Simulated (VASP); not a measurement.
An input for Ansatz (written as the equivalent of a VASP run, and not itself run):

Ansatz 0.2 input:
```yaml
crystal:
  lattice:
    - [3.1794520, 0.0000000, 0.0000000]
    - [-1.5897260, 2.7534866, 0.0000000]
    - [0.0000000, 0.0000000, 5.1925758]
  atoms:
    - { symbol: Ga, position: [0.3333330, 0.6666670, 0.9996223] }
    - { symbol: Ga, position: [0.6666670, 0.3333330, 0.4996223] }
    - { symbol: N, position: [0.3333330, 0.6666670, 0.3753777] }
    - { symbol: N, position: [0.6666670, 0.3333330, 0.8753777] }
kpoints:
  mp_grid: { grid: [7, 7, 4] }
hamiltonian:
  xc: pbesol
  pseudopotentials: { kind: paw }
scf:
  occupations: { method: gaussian, width: 0.05 }
  max_iter: 100
relax:
  max_steps: 60
  f_tol: 0.02
  cell: {}
output: { forces: true, stress: true, eigenvalues: true }
```

Question: Write the VASP files for the same calculation (PBEsol).

Answer: Several could match; the one computed here: 
**KPOINTS**
```
Regular mesh
0
Gamma
7 7 4
```

INCAR:
```
! general
SYSTEM  = GaN
PREC    = Accurate
ENCUT   = 520
LREAL   = .False.
LASPH   = .True.

! electronic loop
EDIFF   = 1E-6
NELM    = 100
ALGO    = Normal
LMAXMIX = 4

! smearing
ISMEAR  = 0
SIGMA   = 0.05

! functional
GGA     = PS

! ions
IBRION  = 2
NSW     = 60
ISIF    = 3
EDIFFG  = -0.02

! output
LWAVE   = .False.
LCHARG  = .False.
```

POSCAR:
```
GaN
1
    3.1794520069     0.0000000000    -0.0000000000
   -1.5897260034     2.7534866137     0.0000000000
   -0.0000000000    -0.0000000000     5.1925758180
Ga N
2 2
Direct
  0.3333330000   0.6666670000   0.9996223005
  0.6666670000   0.3333330000   0.4996223005
  0.3333330000   0.6666670000   0.3753776995
  0.6666670000   0.3333330000   0.8753776995
```

POTCAR, in this order: Ga_d N (PBE.64 set). Program: vasp_std.

The two are equivalent in intent, not identical: each code has its own PAW files, so the cut-off isn't converted (ENCUT is set for VASP's; basis.ecutwfc is left out, and Ansatz then takes the one that its files recommend); Ansatz stops its SCF on the density residual and VASP on the energy change (EDIFF).

The structure was generated: GaN was put into the wurtzite type (P6_3mc), which need not be its known phase. This run relaxes it. Symmetry was kept, so distortions that lower it aren't found. The start is the result of an earlier pass.
